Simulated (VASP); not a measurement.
Input of a VASP 6.6.1 run:

Contents of INCAR:

```
SYSTEM = Sr2MgMoO6
  ALGO = Normal
  EDIFF = 1E-6
  ENCUT = 520
  GGA = PE
  ISIF = 2
  ISMEAR = 0
  LASPH = .TRUE.
  LCHARG = .TRUE.
  LELF = .TRUE.
  LREAL = .FALSE.
  LVHAR = .TRUE.
  LWAVE = .FALSE.
  NBANDS = 47
  NELM = 100
  PREC = Accurate
  SIGMA = 0.1
```

Contents of KPOINTS:

```
k-points
0
G
  3 3 3
  0 0 0
```

POSCAR

```
Sr2MgMoO6
1.0
    5.1169520000     -0.6941740000     -0.0983870000
   -1.0099570000      5.8237150000     -0.4966680000
    0.2636620000     -0.7841890000      5.0095680000
Sr Mo Mg O
2 1 1 6
Direct
    0.4440075019      0.6411353425      0.3020611706
    0.0279560330      0.0592565713      0.5941884316
    0.4467151253      0.9489316548      0.9010525355
    0.6380935230      0.2642549340      0.4568318220
    0.4750982090      0.4892294516      0.7492811957
    0.2482890789      0.4687656463      0.8774220279
    0.1057878034      0.8446898281      0.1009561208
    0.0332832021      0.7046116581      0.6952535024
    0.8780651153      0.5900480313      0.3570218366
    0.9894276697      0.3050449785      0.3042813072
```

Potentials or basis: VASP PAW PBE potentials, release 64 (Sr_sv, Mo_sv, Mg, O).

Run with:

```console
$ cat potpaw_PBE.64/Sr_sv/POTCAR potpaw_PBE.64/Mo_sv/POTCAR potpaw_PBE.64/Mg/POTCAR potpaw_PBE.64/O/POTCAR > POTCAR
$ mpirun -np 1 vasp_std > vasp.out
```

(1) Estimate the pressure.

(2) Estimate the largest force.

(3) Estimate the band gap on the k mesh.

Results:

(1) 10.5 GPa.

(2) 5.821 eV/Å.

(3) none (metal or under the smearing width).

Caveat: the k mesh is coarse (spacing up to 0.43 Å⁻¹), so the values aren't converged.
